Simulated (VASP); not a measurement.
Crystal: B2C.

```
B C
1.0
     2.56800    0.00000    0.00000
     0.00000    3.43800    0.00000
     0.00000    0.00000    3.46200
B C
2 1
Direct
  0.50000 0.25538 0.00000
  0.50000 0.74462 0.00000
  0.00000 0.00000 0.00000
```

The cell was built by a generator and needn't be a form met in nature.

```yaml
Program: VASP 6.6.1
Task: relaxation of cell and atoms
Functional: PBE
Potentials_or_basis: VASP PAW PBE potentials, release 64 (B, C)
Cutoff: 520 eV
k_mesh: 14 × 10 × 10
Occupations: gaussian, width 0.1 eV
Spin: no spin polarisation
```

At the start: pressure 0.6 GPa; volume 10.19 Å³/atom.

Task: How do energy, volume and symmetry change on relaxing?

Result: Over 17 steps the energy falls by 5.6 meV/atom and the volume is 11.34 Å³/atom (+11.3 %); space group Pmmm (No. 47, to 0.05 Å).

Step by step:
```csv
step,energy change (eV),largest force (eV/Å),pressure (GPa),volume (Å³)
1,0.0000,0.0273,0.56,30.57
2,-0.0017,0.0494,0.65,30.72
3,-0.0049,0.2796,0.95,31.19
4,-0.0030,0.7358,1.57,32.12
5,-0.0054,0.4393,1.14,31.52
6,-0.0057,0.4320,1.13,31.55
7,-0.0066,0.4120,1.04,31.65
8,-0.0083,0.3709,0.87,31.84
9,-0.0112,0.2849,0.60,32.23
10,-0.0149,0.1067,0.02,33.01
11,-0.0142,0.2586,-1.01,34.57
12,-0.0159,0.0571,-0.48,33.71
13,-0.0164,0.0436,-0.23,33.84
14,-0.0167,0.0260,0.07,34.00
15,-0.0167,0.0230,0.11,34.02
16,-0.0167,0.0237,0.10,34.01
17,-0.0167,0.0057,0.03,34.02
```

Final structure:
```yaml
crystal:
  lattice:
    - [2.57224, 0.00000, 0.00000]
    - [0.00000, 3.43331, 0.00000]
    - [0.00000, 0.00000, 3.85237]
  atoms:
    - { symbol: B, position: [0.50000, 0.25487, 0.00000] }
    - { symbol: B, position: [0.50000, 0.74513, 0.00000] }
    - { symbol: C, position: [0.00000, 0.00000, 0.00000] }
```

Caveat: this functional lacks dispersion, which binds the layers, so the pressure and a relaxed spacing across them are unreliable.
